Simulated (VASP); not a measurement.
Computed with PBE GGA, VASP's PBE PAW potentials (set 64) (plane waves; VASP 6.6.1).

VASP input:

INCAR:
```
ALGO  =  Fast
EDIFF  =  1E-5
EDIFFG  =  -0.03
ENCUT  =  400
GGA  =  PE
IBRION  =  2
ISIF  =  2
ISMEAR  =  0
ISYM  =  0
LASPH  =  .TRUE.
LCHARG  =  .FALSE.
LREAL  =  Auto
LWAVE  =  .TRUE.
NELECT  =  286.0
NELM  =  100
NELMIN  =  4
NSW  =  60
PREC  =  Normal
SIGMA  =  0.05
SYSTEM  =  Al35BeN36
```

### KPOINTS
```
Regular mesh
0
gamma
  1 1 1
0 0 0
```

File POSCAR:
```
Al35BeN36
1.0
  4.6932676572  -8.1289780182   0.0000000000
  4.6932676572   8.1289780182   0.0000000000
  0.0000000000   0.0000000000  10.0192026154
Al N Be
35 36 1
Cartesian
  1.5644209880  -0.9032188766   2.5048006538
  1.5644209880   0.9032188766   0.0000000000
  1.5644209880  -0.9032188766   7.5144019615
  1.5423954829   0.9239071256   5.0018163873
  3.0852602925   1.8317026168   2.4609165464
  3.1288466692   3.6128836353   0.0000000000
  3.1433676394   1.7669553069   7.4996436761
  3.1173481635   3.6074047041   5.0575932882
  4.6932676572   4.5161025119   2.5048006538
  4.6932676572   6.3225402650   0.0000000000
  4.6932676572   4.5161025119   7.5144019615
  4.6932676572   6.3225402650   5.0096013077
  3.1288466692  -3.6128836353   2.5048006538
  3.1288419760  -1.8064377532   0.0000000000
  3.1288466692  -3.6128836353   7.5144019615
  3.1192489369  -1.8513910016   4.9854249718
  4.7179542451  -0.8930820410   2.5459695574
  4.6932676572   0.9032270056   0.0000000000
  4.6444248207  -0.8922447563   7.5508017247
  6.3005663385   1.8016823010   2.4939197998
  6.2576886452   3.6128836353   0.0000000000
  6.2100848313   1.8267439402   7.5437181484
  6.2454439099   3.5874643210   4.9857355671
  4.6932676572  -6.3225402650   2.5048006538
  4.6932676572  -4.5161025119   0.0000000000
  4.6932676572  -6.3225402650   7.5144019615
  4.6932676572  -4.5161025119   5.0096013077
  6.2576886452  -3.6128836353   2.5048006538
  6.2576933384  -1.8064377532   0.0000000000
  6.2576886452  -3.6128836353   7.5144019615
  6.2362357187  -1.8111037865   4.9825494606
  7.8221143264  -0.9032188766   2.5048006538
  7.8221143264   0.9032188766   0.0000000000
  7.8221143264  -0.9032188766   7.5144019615
  7.8270234844   0.9199157974   5.0105130551
  1.5644209880  -0.9032188766   4.4184683534
  1.5644209880   0.9032188766   1.9136676995
  1.5644209880  -0.9032188766   9.4280696611
  1.5644209880   0.9032188766   6.9232690072
  3.1335446301   1.8007312106   4.3717989076
  3.1288466692   3.6128836353   1.9136676995
  3.1288419760   1.8064377532   9.4280696611
  3.1288466692   3.6128836353   6.9232690072
  4.6932676572   4.5161025119   4.4184683534
  4.6932676572   6.3225402650   1.9136676995
  4.6932676572   4.5161025119   9.4280696611
  4.6932676572   6.3225402650   6.9232690072
  3.1288466692  -3.6128836353   4.4184683534
  3.1288419760  -1.8064377532   1.9136676995
  3.1288466692  -3.6128836353   9.4280696611
  3.1288419760  -1.8064377532   6.9232690072
  4.6744007212  -0.8759461553   4.3896631459
  4.6719743018   0.8804252222   1.8883692129
  4.6932676572  -0.9032270056   9.4280696611
  4.7170062050   0.9009021178   6.9434577005
  6.2310261916   1.7641345516   4.4250910463
  6.2576886452   3.6128836353   1.9136676995
  6.2576933384   1.8064377532   9.4280696611
  6.2576886452   3.6128836353   6.9232690072
  4.6932676572  -6.3225402650   4.4184683534
  4.6932676572  -4.5161025119   1.9136676995
  4.6932676572  -6.3225402650   9.4280696611
  4.6932676572  -4.5161025119   6.9232690072
  6.2576886452  -3.6128836353   4.4184683534
  6.2576933384  -1.8064377532   1.9136676995
  6.2576886452  -3.6128836353   9.4280696611
  6.2576933384  -1.8064377532   6.9232690072
  7.8221143264  -0.9032188766   4.4184683534
  7.8221143264   0.9032188766   1.9136676995
  7.8221143264  -0.9032188766   9.4280696611
  7.8221143264   0.9032188766   6.9232690072
  4.6690363163   0.9401244368   5.0022071362
```

POTCAR, in this order: Al N Be (PBE.64 set). Program: vasp_gam.

What VASP printed:

OSZICAR:
```
...
RMM:   6    -0.535684959266E+03   -0.50824E-05   -0.11690E-04   370   0.214E-02    0.155E-02
RMM:   7    -0.535684958955E+03    0.31106E-06   -0.16730E-05   219   0.100E-02
   3 F= -.53568496E+03 E0= -.53567858E+03  d E =-.514178E+00
       N       E                     dE             d eps       ncg     rms          rms(c)
DAV:   1    -0.535776489701E+03   -0.91530E-01   -0.22565E+01   368   0.117E+01    0.886E-01
RMM:   2    -0.535795937426E+03   -0.19448E-01   -0.37701E-01   360   0.136E+00    0.441E-01
RMM:   3    -0.535792728882E+03    0.32085E-02   -0.41017E-02   361   0.472E-01    0.309E-01
RMM:   4    -0.535791176069E+03    0.15528E-02   -0.12700E-02   361   0.229E-01    0.165E-01
RMM:   5    -0.535790970498E+03    0.20557E-03   -0.25909E-03   369   0.108E-01    0.668E-02
RMM:   6    -0.535791001743E+03   -0.31245E-04   -0.58006E-04   383   0.519E-02    0.239E-02
RMM:   7    -0.535791012803E+03   -0.11060E-04   -0.10792E-04   358   0.229E-02    0.129E-02
RMM:   8    -0.535791014418E+03   -0.16152E-05   -0.16772E-05   222   0.103E-02
   4 F= -.53579101E+03 E0= -.53579057E+03  d E =-.106055E+00
       N       E                     dE             d eps       ncg     rms          rms(c)
DAV:   1    -0.535793351171E+03   -0.23384E-02   -0.75930E-01   424   0.216E+00    0.148E-01
RMM:   2    -0.535793999490E+03   -0.64832E-03   -0.12586E-02   360   0.247E-01    0.791E-02
RMM:   3    -0.535793899380E+03    0.10011E-03   -0.13895E-03   360   0.862E-02    0.541E-02
RMM:   4    -0.535793842192E+03    0.57188E-04   -0.46556E-04   360   0.433E-02    0.284E-02
RMM:   5    -0.535793837014E+03    0.51776E-05   -0.99716E-05   342   0.209E-02
   5 F= -.53579384E+03 E0= -.53579363E+03  d E =-.108878E+00
       N       E                     dE             d eps       ncg     rms          rms(c)
DAV:   1    -0.535822061224E+03   -0.28219E-01   -0.93166E+00   368   0.755E+00    0.560E-01
RMM:   2    -0.535832013237E+03   -0.99520E-02   -0.16178E-01   360   0.881E-01    0.295E-01
RMM:   3    -0.535831006459E+03    0.10068E-02   -0.16201E-02   360   0.296E-01    0.205E-01
RMM:   4    -0.535830095181E+03    0.91128E-03   -0.47084E-03   362   0.142E-01    0.112E-01
RMM:   5    -0.535829913768E+03    0.18141E-03   -0.13558E-03   363   0.790E-02    0.357E-02
RMM:   6    -0.535829942194E+03   -0.28427E-04   -0.32314E-04   392   0.371E-02    0.153E-02
RMM:   7    -0.535829945453E+03   -0.32587E-05   -0.37801E-05   264   0.143E-02
   6 F= -.53582995E+03 E0= -.53582986E+03  d E =-.361084E-01
       N       E                     dE             d eps       ncg     rms          rms(c)
DAV:   1    -0.535831320610E+03   -0.13784E-02   -0.80246E-01   384   0.222E+00    0.160E-01
RMM:   2    -0.535832170119E+03   -0.84951E-03   -0.13835E-02   360   0.258E-01    0.872E-02
RMM:   3    -0.535832087936E+03    0.82183E-04   -0.14207E-03   361   0.870E-02    0.597E-02
RMM:   4    -0.535832003933E+03    0.84003E-04   -0.40911E-04   361   0.424E-02    0.312E-02
RMM:   5    -0.535831991158E+03    0.12775E-04   -0.12034E-04   349   0.235E-02    0.103E-02
RMM:   6    -0.535831993791E+03   -0.26328E-05   -0.25790E-05   239   0.109E-02
   7 F= -.53583199E+03 E0= -.53583193E+03  d E =-.381568E-01
       N       E                     dE             d eps       ncg     rms          rms(c)
DAV:   1    -0.535839545335E+03   -0.75542E-02   -0.19769E+00   368   0.356E+00    0.269E-01
RMM:   2    -0.535841378146E+03   -0.18328E-02   -0.35210E-02   360   0.421E-01    0.175E-01
RMM:   3    -0.535840990055E+03    0.38809E-03   -0.37327E-03   363   0.143E-01    0.108E-01
RMM:   4    -0.535840682894E+03    0.30716E-03   -0.11937E-03   360   0.725E-02    0.493E-02
RMM:   5    -0.535840659876E+03    0.23018E-04   -0.36623E-04   368   0.400E-02    0.201E-02
RMM:   6    -0.535840665555E+03   -0.56794E-05   -0.72975E-05   303   0.177E-02
   8 F= -.53584067E+03 E0= -.53584063E+03  d E =-.867176E-02
       N       E                     dE             d eps       ncg     rms          rms(c)
DAV:   1    -0.535840718153E+03   -0.58277E-04   -0.17162E-02   432   0.332E-01    0.254E-02
RMM:   2    -0.535840735335E+03   -0.17183E-04   -0.31202E-04   360   0.396E-02    0.166E-02
RMM:   3    -0.535840732611E+03    0.27243E-05   -0.35597E-05   260   0.140E-02    0.106E-02
RMM:   4    -0.535840730282E+03    0.23293E-05   -0.10189E-05   216   0.706E-03
   9 F= -.53584073E+03 E0= -.53584070E+03  d E =-.873649E-02
       N       E                     dE             d eps       ncg     rms          rms(c)
DAV:   1    -0.535843297670E+03   -0.25651E-02   -0.42329E-01   368   0.165E+00    0.167E-01
RMM:   2    -0.535843675780E+03   -0.37811E-03   -0.83215E-03   360   0.206E-01    0.114E-01
RMM:   3    -0.535843448885E+03    0.22690E-03   -0.93808E-04   362   0.723E-02    0.543E-02
RMM:   4    -0.535843389147E+03    0.59738E-04   -0.27812E-04   360   0.360E-02    0.258E-02
RMM:   5    -0.535843385629E+03    0.35184E-05   -0.84411E-05   340   0.196E-02
  10 F= -.53584339E+03 E0= -.53584336E+03  d E =-.265535E-02
       N       E                     dE             d eps       ncg     rms          rms(c)
DAV:   1    -0.535843456856E+03   -0.67709E-04   -0.17378E-02   416   0.334E-01    0.343E-02
RMM:   2    -0.535843475530E+03   -0.18674E-04   -0.35853E-04   360   0.435E-02    0.237E-02
RMM:   3    -0.535843467230E+03    0.82993E-05   -0.44461E-05   274   0.157E-02    0.123E-02
RMM:   4    -0.535843465034E+03    0.21967E-05   -0.11729E-05   218   0.773E-03
  11 F= -.53584347E+03 E0= -.53584344E+03  d E =-.273475E-02
       N       E                     dE             d eps       ncg     rms          rms(c)
DAV:   1    -0.535844412445E+03   -0.94521E-03   -0.24236E-01   368   0.123E+00    0.105E-01
RMM:   2    -0.535844624969E+03   -0.21252E-03   -0.41480E-03   360   0.144E-01    0.748E-02
RMM:   3    -0.535844544392E+03    0.80577E-04   -0.48653E-04   362   0.503E-02    0.364E-02
RMM:   4    -0.535844513198E+03    0.31194E-04   -0.13045E-04   359   0.245E-02    0.179E-02
RMM:   5    -0.535844510064E+03    0.31335E-05   -0.41421E-05   269   0.136E-02
  12 F= -.53584451E+03 E0= -.53584449E+03  d E =-.104503E-02
       N       E                     dE             d eps       ncg     rms          rms(c)
DAV:   1    -0.535844550371E+03   -0.37174E-04   -0.19130E-02   400   0.346E-01    0.298E-02
RMM:   2    -0.535844568768E+03   -0.18397E-04   -0.33375E-04   360   0.412E-02    0.212E-02
RMM:   3    -0.535844563136E+03    0.56323E-05   -0.42497E-05   271   0.148E-02    0.108E-02
RMM:   4    -0.535844560925E+03    0.22112E-05   -0.10022E-05   218   0.706E-03
  13 F= -.53584456E+03 E0= -.53584454E+03  d E =-.109589E-02
       N       E                     dE             d eps       ncg     rms          rms(c)
DAV:   1    -0.535845039747E+03   -0.47661E-03   -0.15144E-01   368   0.952E-01    0.850E-02
RMM:   2    -0.535845182658E+03   -0.14291E-03   -0.26703E-03   360   0.112E-01    0.602E-02
RMM:   3    -0.535845126654E+03    0.56004E-04   -0.29339E-04   360   0.388E-02    0.295E-02
RMM:   4    -0.535845104806E+03    0.21849E-04   -0.88050E-05   335   0.195E-02    0.134E-02
RMM:   5    -0.535845103054E+03    0.17516E-05   -0.23913E-05   231   0.103E-02
  14 F= -.53584510E+03 E0= -.53584509E+03  d E =-.542129E-03
       N       E                     dE             d eps       ncg     rms          rms(c)
DAV:   1    -0.535845137941E+03   -0.33136E-04   -0.27785E-02   384   0.408E-01    0.363E-02
RMM:   2    -0.535845165793E+03   -0.27852E-04   -0.49655E-04   360   0.487E-02    0.260E-02
RMM:   3    -0.535845156152E+03    0.96410E-05   -0.57409E-05   291   0.172E-02    0.129E-02
RMM:   4    -0.535845152421E+03    0.37317E-05   -0.15126E-05   224   0.840E-03
  15 F= -.53584515E+03 E0= -.53584514E+03  d E =-.591496E-03
```

File OUTCAR:
```
------------------------ aborting loop because EDIFF is reached ----------------------------------------
  FORCE on cell =-STRESS in cart. coord.  units (eV):
  Direction    XX          YY          ZZ          XY          YZ          ZX
  --------------------------------------------------------------------------------------
  Total      -20.6400004    -20.3565735    -45.9553898     -0.0183858     -0.0167785     -0.0101581
  in kB      -43.2559502    -42.6619629    -96.3102720     -0.0385317     -0.0351633     -0.0212887
  external PRESSURE =     -60.7427284 kB  Pullay stress =       0.0000000 kB
  volume of cell :      764.49
      direct lattice vectors                 reciprocal lattice vectors
     4.693267657 -8.128978018  0.000000000     0.106535582 -0.061508347  0.000000000
     4.693267657  8.128978018  0.000000000     0.106535582  0.061508347  0.000000000
     0.000000000  0.000000000 10.019202615     0.000000000  0.000000000  0.099808342
  FREE ENERGIE OF THE ION-ELECTRON SYSTEM (eV)
  ---------------------------------------------------
  free  energy   TOTEN  =      -535.8451524206 eV

  energy  without entropy=     -535.8451224369  energy(sigma->0) =     -535.84513743

 reached required accuracy - stopping structural energy minimisation
```
(Selected blocks of OUTCAR.)

**CONTCAR**
```
Al35BeN36
   1.00000000000000
     4.6932676571999998   -8.1289780181999998    0.0000000000000000
     4.6932676571999998    8.1289780181999998    0.0000000000000000
     0.0000000000000000    0.0000000000000000   10.0192026153999993
  Al              N               Be
    35    36     1
Direct
     0.2219460547299571    0.1107537910921815    0.2495356873393095
     0.1112708031791837    0.2226446538836311    0.9990406483625062
     0.2220470991484259    0.1109024258469677    0.7489971929939429
     0.1138444609362357    0.2245894237371164    0.4986104445232277
     0.2247592170501757    0.4455810600807533    0.2526818653233919
     0.1112295892971380    0.5550544129356292    0.9990713898571320
     0.2223981856850064    0.4443247198383578    0.7446718543286749
     0.1137508805738755    0.5554066507467855    0.4985753134810164
     0.2219513873974913    0.7776019607975780    0.2495332145747323
     0.1109696081501244    0.8887286194795806    0.9992874714472739
     0.2220299041773045    0.7772938116832523    0.7490083087839595
     0.1107870711276843    0.8885186425023551    0.4993286832580506
     0.5556264715190132    0.1109814596751671    0.2499379412597427
     0.4445918364987652    0.2225847741817868    0.9990542608927042
     0.5550648344226502    0.1106271302713056    0.7488011739120759
     0.4438232028424527    0.2245444226140566    0.4986476519141775
     0.5538864755567454    0.4455400286466836    0.2527003115888337
     0.4442259687227176    0.5553249794552086    0.9971640715130552
     0.5549623057943088    0.4443175351533861    0.7447187632216008
     0.5539500554774983    0.7748135561916403    0.2526658302391933
     0.4446444323842293    0.8883980811233875    0.9990357723501545
     0.5550135143799882    0.7768880283682380    0.7446867088844522
     0.4438457296591034    0.8854501788453503    0.4986105944584430
     0.8885622459828001    0.1110106928068899    0.2499819748339822
     0.7776196787226827    0.2220529206728212    0.9995463608479801
     0.8887456043364979    0.1106560891186563    0.7488537870256171
     0.7774320187921739    0.2218414724271038    0.4989783464411786
     0.8884877021127047    0.4439099009065214    0.2499624761963802
     0.7769226588121573    0.5550490741230574    0.9990712478095366
     0.8886364441720688    0.4442735187785574    0.7488108980056593
     0.7746907173683608    0.5554257278587285    0.4985949239791720
     0.8887195157699596    0.7775504778268428    0.2494842840035407
     0.7770055955530657    0.8884090701752770    0.9991105885024019
     0.8884082759678172    0.7772730852116251    0.7489748708584295
     0.7746797903816547    0.8854684709793214    0.4985857873146546
     0.2215881638790461    0.1100884517906813    0.4413957505101627
     0.1115039343482400    0.2232222202952238    0.1925160529197072
     0.2221973893261271    0.1112039881427444    0.9421031639213034
     0.1103820209316820    0.2211978811989038    0.6914767671071620
     0.2305583230139909    0.4483666913137518    0.4457452785322291
     0.1114876725090031    0.5546755976496281    0.1925881908256285
     0.2222500318555664    0.4443661349751337    0.9401847303510273
     0.1103179915898733    0.5553301349622562    0.6914548529363319
     0.2215853520153052    0.7777161435943162    0.4414265960956973
     0.1108569866813225    0.8886758389573588    0.1910729139983836
     0.2221973502331678    0.7774212702736945    0.9421309583961345
     0.1107914158372735    0.8884903863930068    0.6921931275059341
     0.5546546083566760    0.1104292798472909    0.4419900640220357
     0.4449081409041333    0.2231473838174495    0.1925014069812706
     0.5552517840344362    0.1108172602683733    0.9420271090649931
     0.4439747127169706    0.2212464447264557    0.6915805968955673
     0.5509090879058959    0.4483078813243350    0.4457185046648189
     0.4441909908679810    0.5552953748425357    0.1895940317747892
     0.5552049670143040    0.4443335268325904    0.9402346858234301
     0.4441363617093902    0.5551846937828251    0.6934524671546669
     0.5508816340626759    0.7686886282466001    0.4457667129750015
     0.4448943242025764    0.8880799235182829    0.1925354693231957
     0.5552877051021483    0.7772856162865444    0.9402285980175632
     0.4439644097185781    0.8888604137689994    0.6915197817017120
     0.8888422077169558    0.1104645235158851    0.4420180178130260
     0.7775644256553738    0.2219833152777481    0.1916796568280062
     0.8888236149052553    0.1108351283073042    0.9420167874252886
     0.7775288500622729    0.2218446998783662    0.6919925195040052
     0.8888164013034604    0.4446228914249594    0.4419956874770938
     0.7762501577010864    0.5545960957649924    0.1925143286144424
     0.8887864579167623    0.4444727215089081    0.9420420717380342
     0.7780586449689653    0.5553991843618096    0.6915048014248135
     0.8891658614858110    0.7776796149687001    0.4413738403868412
     0.7762991321063757    0.8881133044599541    0.1925689077691292
     0.8884325372892742    0.7774330828799649    0.9420729034243147
     0.7781447387056341    0.8888946615672513    0.6914803146401753
     0.4440992746843889    0.5551107612393714    0.4891996511299996
```

At this cut-off the stress carries a Pulay error, which pulls relaxed volumes low. The cell is charged, with a uniform compensating background. The supercell is sampled at Γ alone, which is coarse: total energies, pressure and levels can be off, energies of defects by several tenths of an eV.

The cell is a supercell with a defect, built from AlN (wurtzite): Be_Al, charge +1. The run is not spin-polarised, so no state with unpaired spins was tried.
